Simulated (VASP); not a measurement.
An input for Quantum ESPRESSO's pw.x (written as the equivalent of a VASP run, and not itself run):

```
&CONTROL
  calculation = 'scf'
  pseudo_dir = './pseudo'
  outdir = './out'
  tprnfor = .true.
  tstress = .true.
/
&SYSTEM
  ibrav = 0
  nat = 3
  ntyp = 2
  ecutwfc = 84
  occupations = 'smearing'
  smearing = 'gaussian'
  degauss = 0.003675
  input_dft = 'vdw-df-obk8'
/
&ELECTRONS
  conv_thr = 7.3e-09
  electron_maxstep = 100
/
ATOMIC_SPECIES
  Zr 91.224 Zr.upf
  O 15.999 O.upf
CELL_PARAMETERS angstrom
     0.0000000    2.5297270    2.5297270
     2.5297270    0.0000000    2.5297270
     2.5297270    2.5297270    0.0000000
ATOMIC_POSITIONS crystal
  Zr   0.0000000  0.0000000  0.0000000
  O    0.2500000  0.2500000  0.2500000
  O    0.7500000  0.7500000  0.7500000
K_POINTS automatic
  8 8 8 0 0 0
```

### Question
Translate this input to VASP (INCAR, KPOINTS, POSCAR, choice of POTCAR).

### Answer
One answer among several that fit: 
INCAR:
```
AGGAC = 0.0
ALGO = Normal
EDIFF = 1E-7
ENCUT = 520
GGA = BO
ISIF = 2
ISMEAR = 0
LASPH = .True.
LCHARG = .False.
LMAXMIX = 4
LREAL = .False.
LUSE_VDW = .True.
LWAVE = .False.
NELM = 100
PARAM1 = 0.1833333333
PARAM2 = 0.22
PREC = Accurate
SIGMA = 0.05
SYSTEM = ZrO2
```

File POSCAR:
```
ZrO2
1
    0.0000000000     2.5297270086     2.5297270086
    2.5297270086     0.0000000000     2.5297270086
    2.5297270086     2.5297270086     0.0000000000
Zr O
1 2
Direct
  0.0000000000   0.0000000000   0.0000000000
  0.2500000000   0.2500000000   0.2500000000
  0.7500000000   0.7500000000   0.7500000000
```

**KPOINTS**
```
Automatic mesh
0
Gamma
8 8 8
0 0 0
```

POTCAR, in this order: Zr_sv O (PBE.64 set). Program: vasp_std.

What does not carry over: the potentials are each code's own (VASP's PAW set, PseudoDojo norm-conserving files in pw.x), so ENCUT and ecutwfc are chosen apart and not converted; conv_thr bounds pw.x's estimated SCF error, while EDIFF bounds the energy change between steps.

The compound is ZrO2 in the fluorite structure, the high-temperature cubic form, which is unstable at 0 K; the monoclinic form is the stable one. This cell is one point of a volume scan, at 0.97 of the reference volume.
